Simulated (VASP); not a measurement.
## Lattice vibrations of NbAs

Wanted: whether NbAs is dynamically stable, and its vibrational spectrum. The start is a cell from a database of measured crystal structures.

Method: PBEsol; plane waves and PAW (Nb_sv, As), in VASP 6.6.1.

## (1) Starting point

Symmetry: I4_1md, No. 109, tetragonal system. Conventional cell: a = 3.452 Å, b = 3.452 Å, c = 11.680 Å, α = 90.00°, β = 90.00°, γ = 90.00°. Nearest to Nb lie 6 As at 2.60 to 2.63 Å. Nearest to As lie 6 Nb at 2.60 to 2.63 Å. Farther neighbours are not listed.

Coordinates:

```cif
data_structure
_symmetry_space_group_name_H-M 'P 1'
_symmetry_Int_Tables_number 1
_cell_length_a 6.3295
_cell_length_b 6.3295
_cell_length_c 6.3295
_cell_angle_alpha 148.354
_cell_angle_beta 148.354
_cell_angle_gamma 45.363
_cell_volume 69.58
loop_
_atom_site_label
_atom_site_type_symbol
_atom_site_fract_x
_atom_site_fract_y
_atom_site_fract_z
_atom_site_occupancy
Nb1 Nb 0.50000 0.00000 0.50000 1
Nb2 Nb 0.75000 0.75000 0.00000 1
As3 As 0.91600 0.41600 0.50000 1
As4 As 0.16600 0.16600 0.00000 1
```

## (2) Relax the host

First cell and atoms are relaxed at a raised cutoff, so that later runs start from this functional's own cell.

File INCAR:

```
SYSTEM = NbAs
PREC = Accurate
ENCUT = 390
EDIFF = 1E-06
NELM = 120
ISMEAR = 0
SIGMA = 0.05
LREAL = .FALSE.
ALGO = Normal
GGA = PS
NBANDS = 24
LASPH = .TRUE.
LORBIT = 11
LWAVE = .FALSE.
LCHARG = .FALSE.
KPAR = 4
IBRION = 2
NSW = 40
ISIF = 3
EDIFFG = -0.02
POTIM = 0.4
```

File POSCAR:

```
NbAs
1.0
   -1.7258500000      1.7258500000      5.8400000000
    1.7258500000     -1.7258500000      5.8400000000
    1.7258500000      1.7258500000     -5.8400000000
Nb As
2 2
Direct
    0.5000000000      0.0000000000      0.5000000000
    0.7500000000      0.7500000000      0.0000000000
    0.9160000000      0.4160000000      0.5000000000
    0.1660000000      0.1660000000      0.0000000000
```

File KPOINTS:

```
Automatic mesh
0
Gamma
8 8 8
0 0 0
```

PAW data sets: Nb_sv and As (PBE family, release 64).

On the command line:

```
$ mpirun -np 4 vasp_std
```

The log of the run:

```text
[banner, memory and clock lines left out]
running    4 mpi-ranks, on    1 nodes
 distrk:  each k-point on    1 cores,    4 groups
 distr:  one band on    1 cores,    1 groups

 POSCAR found type information on POSCAR NbAs
 POSCAR found :  2 types and       4 ions
|                                                                             |
|               ----> ADVICE to this user running VASP <----                  |
|                                                                             |
|     You enforced a specific xc type in the INCAR file but a different       |
|     [... a line on the potential file left out ...]
|     I HOPE YOU KNOW WHAT YOU ARE DOING!                                     |
|                                                                             |

 LDA part: xc-table for (Slater+PW92), standard interpolation
 POSCAR, INCAR and KPOINTS ok, starting setup
 FFT: planning ... GRIDC
 FFT: planning ... GRID_SOFT
 FFT: planning ... GRID
 WAVECAR not read
 entering main loop
       N       E                     dE             d eps       ncg     rms          rms(c)
DAV:   1     0.281982111494E+03    0.28198E+03   -0.16686E+04  2888   0.119E+03
DAV:   2    -0.128087038774E+02   -0.29479E+03   -0.28872E+03  3504   0.441E+02
DAV:   3    -0.358839758642E+02   -0.23075E+02   -0.22855E+02  5272   0.908E+01
DAV:   4    -0.371447020802E+02   -0.12607E+01   -0.12567E+01  4072   0.190E+01
DAV:   5    -0.371864126103E+02   -0.41711E-01   -0.41699E-01  4816   0.353E+00    0.117E+01
DAV:   6    -0.351330486662E+02    0.20534E+01   -0.90480E+00  4240   0.188E+01    0.327E+00
DAV:   7    -0.351106389730E+02    0.22410E-01   -0.42921E-01  4360   0.363E+00    0.200E+00
DAV:   8    -0.350954415333E+02    0.15197E-01   -0.67965E-02  4248   0.151E+00    0.381E-01
DAV:   9    -0.350954221525E+02    0.19381E-04   -0.61833E-03  4672   0.470E-01    0.223E-01
DAV:  10    -0.350954704283E+02   -0.48276E-04   -0.11341E-03  4072   0.309E-01    0.298E-02
DAV:  11    -0.350954561596E+02    0.14269E-04   -0.48706E-05  4304   0.600E-02    0.139E-02
DAV:  12    -0.350954535749E+02    0.25847E-05   -0.37175E-06  3160   0.174E-02    0.411E-03
DAV:  13    -0.350954533846E+02    0.19029E-06   -0.25352E-07  2720   0.427E-03
   1 F= -.35095453E+02 E0= -.35094608E+02  d E =-.350955E+02
 curvature:   0.00 expect dE= 0.000E+00 dE for cont linesearch  0.000E+00
 trial: gam= 0.00000 g(F)=  0.131E-01 g(S)=  0.337E-01 ort = 0.000E+00 (trialstep = 0.100E+01)
 search vector abs. value=  0.468E-01
 bond charge predicted
       N       E                     dE             d eps       ncg     rms          rms(c)
DAV:   1    -0.353399655644E+02   -0.24451E+00   -0.97085E+00  3600   0.327E+01    0.392E+00
DAV:   2    -0.351378379104E+02    0.20213E+00   -0.10736E+00  4008   0.952E+00    0.144E+00
DAV:   3    -0.350950538660E+02    0.42784E-01   -0.12051E-01  5352   0.264E+00    0.551E-01
DAV:   4    -0.350954513970E+02   -0.39753E-03   -0.35685E-02  5104   0.790E-01    0.293E-01
DAV:   5    -0.350981212213E+02   -0.26698E-02   -0.61999E-03  5624   0.538E-01    0.212E-01
DAV:   6    -0.350987767513E+02   -0.65553E-03   -0.21795E-03  5288   0.267E-01    0.324E-02
DAV:   7    -0.350987784837E+02   -0.17324E-05   -0.20484E-04  4520   0.105E-01    0.126E-02
DAV:   8    -0.350987783834E+02    0.10026E-06   -0.11635E-05  4592   0.205E-02    0.428E-03
DAV:   9    -0.350987779371E+02    0.44626E-06   -0.39974E-07  2584   0.602E-03
   2 F= -.35098778E+02 E0= -.35097985E+02  d E =-.332455E-02
[...]
3 F= -.35108265E+02 E0= -.35107441E+02  d E =-.128119E-01
[...]
4 F= -.35110624E+02 E0= -.35109814E+02  d E =-.235885E-02
[...]
5 F= -.35110631E+02 E0= -.35109823E+02  d E =-.236574E-02
[...]
6 F= -.35111136E+02 E0= -.35110326E+02  d E =-.504939E-03
 trial-energy change:   -0.000505  1 .order   -0.000505   -0.000632   -0.000379
 step:   2.2938(harm=  2.2938)  dis= 0.00217  next Energy=   -35.111420 (dE=-0.789E-03)
 bond charge predicted
       N       E                     dE             d eps       ncg     rms          rms(c)
DAV:   1    -0.351139046236E+02   -0.27685E-02   -0.15540E-01  2832   0.330E+00    0.284E-01
DAV:   2    -0.351120938237E+02    0.18108E-02   -0.90816E-03  3656   0.786E-01    0.149E-01
DAV:   3    -0.351113903706E+02    0.70345E-03   -0.20887E-03  4040   0.350E-01    0.236E-02
DAV:   4    -0.351114002544E+02   -0.98838E-05   -0.16030E-04  3752   0.964E-02    0.124E-02
DAV:   5    -0.351114003242E+02   -0.69766E-07   -0.98832E-06  4880   0.242E-02
   7 F= -.35111400E+02 E0= -.35110646E+02  d E =-.769284E-03
 curvature:  -1.30 expect dE=-0.105E-03 dE for cont linesearch -0.155E-05
 trial: gam= 0.16575 g(F)=  0.585E-05 g(S)=  0.745E-04 ort =-0.305E-04 (trialstep = 0.119E+01)
 search vector abs. value=  0.918E-04
 reached required accuracy - stopping structural energy minimisation
```

Elapsed: 2 min, on 4 MPI ranks of AMD EPYC 9R45, shared host; peak memory 1.1 GiB; 8 min of CPU time.

Lines that name or quote the potential files are left out of all logs, and their timing lines are given in words.

OUTCAR, selected parts (step 2):

```text
ion  position               nearest neighbor table
   1  0.500  0.000  0.500-   4 2.60   4 2.60   3 2.63   3 2.63   3 2.63   3 2.63
   2  0.750  0.750  0.000-   3 2.60   3 2.60   4 2.63   4 2.63   4 2.63   4 2.63
   3  0.916  0.416  0.500-   2 2.60   2 2.60   1 2.63   1 2.63   1 2.63   1 2.63
   4  0.166  0.166  0.000-   1 2.60   1 2.60   2 2.63   2 2.63   2 2.63   2 2.63

  LATTYP: Found a body centered tetragonal cell.
 ALAT       =     3.4517000000
 C/A-ratio  =     3.3838398470

 Subroutine GETGRP returns: Found  8 space group operations
 (whereof  4 operations were pure point group operations)

The static configuration has the point symmetry C_2v.
 The point group associated with its full space group is C_4v.

 Found     59 irreducible k-points:

   k-points           NKPTS =     59   k-points in BZ     NKDIM =     59   number of bands    NBANDS=     24

   dimension x,y,z NGX =    42 NGY =   42 NGZ =   42
   dimension x,y,z NGXF=    84 NGYF=   84 NGZF=   84

   ENCUT  =  390.0 eV  28.66 Ry    5.35 a.u.  10.19 10.19 10.19*2*pi/ulx,y,z

   NELECT =      36.0000    total number of electrons

 k-points in reciprocal lattice and weights: Automatic mesh
   0.00000000  0.00000000  0.00000000       0.002
   0.12500000 -0.00000000  0.00000000       0.016
   0.25000000 -0.00000000  0.00000000       0.016
   0.37500000 -0.00000000  0.00000000       0.016
   0.50000000 -0.00000000  0.00000000       0.008
   0.12500000  0.12500000  0.00000000       0.016
   0.25000000  0.12500000  0.00000000       0.031
   0.37500000  0.12500000  0.00000000       0.031
   0.50000000  0.12500000  0.00000000       0.031
[...]
-0.37500000 -0.37500000  0.37500000       0.004
   0.50000000  0.50000000  0.50000000       0.002

 average (electrostatic) potential at core
       1 -78.9054       2 -78.9054       3 -44.5898       4 -44.5898

 E-fermi :   9.6980

 k-point     1 :       0.0000    0.0000    0.0000
  band No.  band energies     occupation
    ...
     14       7.4593      2.00000
     15       7.5871      2.00000
     16       7.9824      2.00000
     17       8.3055      2.00000
     18       8.3055      2.00000
     19      10.3888      0.00000
     20      10.9872      0.00000
     21      12.2125      0.00000
     22      12.7293      0.00000
     23      12.7293      0.00000
    ...

 k-point     2 :       0.1250   -0.0000    0.0000
  band No.  band energies     occupation
    ...
     14       7.2923      2.00000
     15       7.7282      2.00000
     16       7.9161      2.00000
     17       8.2114      2.00000
     18       8.5430      2.00000
     19      10.1877      0.00000
     20      10.7512      0.00000
     21      11.7915      0.00000
     22      12.5642      0.00000
     23      12.8759      0.00000
    ...

 k-point     3 :       0.2500   -0.0000    0.0000
  band No.  band energies     occupation
    ...
     14       6.9350      2.00000
     15       7.8563      2.00000
     16       7.9995      2.00000
     17       8.0744      2.00000
     18       9.1068      2.00000
     19       9.9273      0.00000
     20      10.6943      0.00000
     21      11.1336      0.00000
     22      12.0496      0.00000
     23      12.6245      0.00000
    ...

  Total       -0.0591495     -0.0591495     -0.0269939      0.0000000      0.0000000      0.0000000
  in kB       -1.3816868     -1.3816868     -0.6305572      0.0000000      0.0000000      0.0000000
  external PRESSURE =      -1.1313102 kB  Pullay stress =       0.0000000 kB

  energy-cutoff  :      390.00
  volume of cell :       68.59
      direct lattice vectors                 reciprocal lattice vectors
    -1.720392560  1.720392560  5.793443894     0.000000000  0.290631343  0.086304452
     1.720392560 -1.720392560  5.793443894     0.290631343  0.000000000  0.086304452
     1.720392560  1.720392560 -5.793443894     0.290631343  0.290631343  0.000000000

 POSITION                                       TOTAL-FORCE (eV/Angst)
 -----------------------------------------------------------------------------------
      1.72039      0.00000      5.77855        -0.000000      0.000000     -0.006155
      0.00000      0.00000      8.67527         0.000000     -0.000000     -0.006155
     -0.00000      1.72039      4.83504         0.000000     -0.000000      0.006155
      0.00000      0.00000      1.93832        -0.000000      0.000000      0.006155
 -----------------------------------------------------------------------------------
    total drift:                               -0.000000     -0.000000     -0.000534

  FREE ENERGIE OF THE ION-ELECTRON SYSTEM (eV)
  ---------------------------------------------------
  free  energy   TOTEN  =       -35.1114003242 eV

  energy  without entropy=      -35.1098908280  energy(sigma->0) =      -35.11064558

 reached required accuracy - stopping structural energy minimisation

 total charge
# of ion       s       p       d       tot
------------------------------------------
    1        2.148   6.015   2.508  10.672
    2        2.148   6.015   2.508  10.672
    3        1.202   1.650   0.078   2.930
    4        1.202   1.650   0.078   2.930
--------------------------------------------------
tot          6.701  15.331   5.172  27.203

[... 3 further parts left out ...]
```

CONTCAR:

```
NbAs
   1.00000000000000
    -1.7203925604178139    1.7203925604178139    5.7934438936191883
     1.7203925604178139   -1.7203925604178139    5.7934438936191883
     1.7203925604178139    1.7203925604178139   -5.7934438936191883
  Nb              As
     2     2
Direct
     0.4987145763695593    0.9987145763695593    0.5000000000000000
     0.7487145763695593    0.7487145763695593    0.0000000000000000
     0.9172854236304375    0.4172854236304375    0.5000000000000000
     0.1672854236304376    0.1672854236304376    0.0000000000000000
```

The gap is read on the k-mesh alone, so it is an upper bound where the band edges lie off the mesh. The gap is under twice the smearing width, so the edge states are partly filled and the run can't tell a small gap from a semimetal. The PAW data sets were made with PBE, which is usual practice but a small mismatch for other functionals. The run keeps the 8 symmetry operations of its start, so it cannot find a distortion of lower symmetry.

Step by step:

| step | energy less that of the first step (eV) | largest force (eV/Å) | pressure (GPa) | volume (Å³) |
| --- | --- | --- | --- | --- |
| 1 | 0.0000 | 0.2910 | -2.42 | 69.58 |
| 2 | -0.0033 | 0.0260 | 3.17 | 67.48 |
| 3 | -0.0128 | 0.1533 | 0.49 | 68.44 |
| 4 | -0.0152 | 0.0091 | -0.04 | 68.62 |
| 5 | -0.0152 | 0.0008 | -0.05 | 68.63 |
| 6 | -0.0157 | 0.0034 | -0.09 | 68.62 |
| 7 | -0.0159 | 0.0062 | -0.11 | 68.59 |

| conventional cell, symmetrised | before | after | change |
| --- | --- | --- | --- |
| a (Å) | 3.452 | 3.441 | -0.3 % |
| b (Å) | 3.452 | 3.441 | -0.3 % |
| c (Å) | 11.680 | 11.587 | -0.8 % |
| volume (Å³/atom) | 17.39 | 17.15 | -1.4 % |

The atoms that moved most (Å, as changes of fractional coordinates times the final cell):

| atom | dx | dy | dz | length |
| --- | --- | --- | --- | --- |
| As3 | 0.000 | 0.000 | 0.015 | 0.015 |
| Nb1 | 0.000 | 0.000 | -0.015 | 0.015 |
| Nb2 | 0.000 | 0.000 | -0.015 | 0.015 |
| As4 | 0.000 | 0.000 | 0.015 | 0.015 |

Final coordinates:

```cif
data_structure
_symmetry_space_group_name_H-M 'P 1'
_symmetry_Int_Tables_number 1
_cell_length_a 6.2836
_cell_length_b 6.2836
_cell_length_c 6.2836
_cell_angle_alpha 148.220
_cell_angle_beta 148.220
_cell_angle_gamma 45.561
_cell_volume 68.59
loop_
_atom_site_label
_atom_site_type_symbol
_atom_site_fract_x
_atom_site_fract_y
_atom_site_fract_z
_atom_site_occupancy
Nb1 Nb 0.49871 0.99871 0.50000 1
Nb2 Nb 0.74871 0.74871 0.00000 1
As3 As 0.91729 0.41729 0.50000 1
As4 As 0.16729 0.16729 0.00000 1
```

Numbers from this step:

```yaml
electronic_cycles: 50
electrons: 36
free_energy_toten: -35.11 eV
energy_at_zero_smearing: -35.11 eV
fermi_energy: 9.698 eV
pressure: -0.1131 GPa
labelled_metallic_from_the_levels_on_this_mesh: no
gap_on_the_k_mesh: 0.02110 eV
least_direct_gap_on_the_k_mesh: 0.02110 eV
```

The run ended after 7 ionic steps, 0.016 eV below its first step, once forces and stress met EDIFFG = -0.02.

(Part 1 of 3 ends here.)

[Lines on the potential files, build, host, timing and source positions are cut from VASP's logs without a mark.]

[Logs are printed without paths, hosts, clocks, repeated set-up lines and the standing remarks that a program may print on its own settings, such as how far it seeks lower states.]

[Hosts, paths, dates, database ids (printed as entryN), source tags and the programs' standing remarks are cut or masked in the printed files.]

[Runs that stopped without an error message from VASP are left out.]
